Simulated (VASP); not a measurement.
Set up this calculation in VASP 6.6.1, as the native input.

| Property | Result |
| --- | --- |
| Task | single point |
| Functional | PBE |
| Potentials or basis | VASP PAW PBE potentials, release 64 (K_sv, Nb_sv, S) |
| Cutoff | 520 eV |
| k mesh | 3 × 3 × 6 |
| Occupations | gaussian, width 0.1 eV |
| Spin | no spin polarisation |
| Dipole correction | no |
| Further INCAR settings | LREAL = Auto; ALGO = Fast; EDIFF = 1e-06; NBANDS = 80 |

The structure of KNb6S8 lies in POSCAR:

```
KNb6S8
1.0
    9.7339630000      0.0000000000      0.0000000000
   -4.8669820000      8.4298590000      0.0000000000
    0.0000000000      0.0000000000      3.4128050000
K Nb S
1 6 8
Direct
    0.0000000000      0.0000000000      0.5000000000
    0.6230120000      0.5135780000      0.2506890000
    0.8905670000      0.3769880000      0.2506890000
    0.4864220000      0.1094330000      0.2506890000
    0.3769880000      0.4864220000      0.7493110000
    0.1094330000      0.6230120000      0.7493110000
    0.5135780000      0.8905670000      0.7493110000
    0.3333330000      0.6666670000      0.2493500000
    0.6666670000      0.3333330000      0.7506500000
    0.9420310000      0.6546560000      0.2481710000
    0.7126250000      0.0579690000      0.2481710000
    0.3453440000      0.2873750000      0.2481710000
    0.0579690000      0.3453440000      0.7518290000
    0.2873750000      0.9420310000      0.7518290000
    0.6546560000      0.7126250000      0.7518290000
```

The cell comes from a database or a generator and needn't be the stable form of this composition.

One way to write it, as run:

INCAR

```
PREC = Accurate
ENCUT = 520
EDIFF = 1E-6
ISMEAR = 0
SIGMA = 0.1
LREAL = Auto
LASPH = True
NELM = 100
ALGO = Fast
ISIF = 2
LWAVE = False
LCHARG = True
GGA = PE
LELF = True
LVHAR = True
NBANDS = 80
```

KPOINTS

```
Automatic mesh
0
Gamma
  3 3 6
```

Potentials or basis: VASP PAW PBE potentials, release 64 (K_sv, Nb_sv, S).

Run with:

```console
$ cat potpaw_PBE.64/K_sv/POTCAR potpaw_PBE.64/Nb_sv/POTCAR potpaw_PBE.64/S/POTCAR > POTCAR
$ mpirun -np 1 vasp_std > vasp.out
```

It gave:

The pressure is -1.4 GPa, the largest force is 0.156 eV/Å and the band gap on the k mesh is none (metal or under the smearing width).

Wall time 27 min on 1 thread of Intel(R) Xeon(R) Platinum 8488C (Sapphire Rapids), with other jobs on the host, peak memory 0.5 GiB.
